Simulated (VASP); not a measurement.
Crystal: InSbO2.

```xyz
8
Lattice="0.0000 4.3419 4.3419 4.3419 0.0000 4.3419 4.3419 4.3419 0.0000" Properties=species:S:1:pos:R:3 pbc="T T T"
In    2.1709    2.1709    2.1709
In    0.0000    0.0000    0.0000
Sb    6.5128    6.5128    6.5128
Sb    4.3419    4.3419    4.3419
O     5.4273    5.4273    5.4273
O     3.2564    3.2564    5.4273
O     3.2564    5.4273    3.2564
O     5.4273    3.2564    3.2564
```

The cell was built by a generator and needn't be a form met in nature.

```yaml
Program: VASP 6.6.1
Task: relaxation of cell and atoms
Functional: PBE
Potentials_or_basis: VASP PAW PBE potentials, release 64 (In_d, Sb, O)
Cutoff: 520 eV
k_mesh: 3 × 3 × 3
Occupations: gaussian, width 0.15 eV
Spin: no spin polarisation
```

At the start: pressure 17.9 GPa; volume 20.46 Å³/atom.

Task: Where does the relaxation end?

Result: Over 3 steps the energy falls by 268.0 meV/atom and the volume is 26.01 Å³/atom (+27.1 %); space group Fd-3m (No. 227, to 0.05 Å).

The path:
| step | energy change (eV) | largest force (eV/Å) | pressure (GPa) | volume (Å³) |
| --- | --- | --- | --- | --- |
| 1 | 0.0000 | 0.0000 | 17.92 | 163.71 |
| 2 | -1.9838 | 0.0000 | -3.56 | 224.12 |
| 3 | -2.1444 | 0.0000 | 0.29 | 208.08 |

Final structure:
```
In Sb O
1.0
     0.00000    4.70327    4.70327
     4.70327    0.00000    4.70327
     4.70327    4.70327    0.00000
In Sb O
2 2 4
Direct
  0.25000 0.25000 0.25000
  0.00000 0.00000 0.00000
  0.75000 0.75000 0.75000
  0.50000 0.50000 0.50000
  0.62500 0.62500 0.62500
  0.62500 0.62500 0.12500
  0.62500 0.12500 0.62500
  0.12500 0.62500 0.62500
```

Caveat: the k mesh is coarse (spacing up to 0.42 Å⁻¹), so the values aren't converged; the volume moved by over 15 % at a fixed basis, so the end points are rough; the relaxation stopped at a loose force limit of 0.08 eV/Å, so its end isn't a converged minimum.
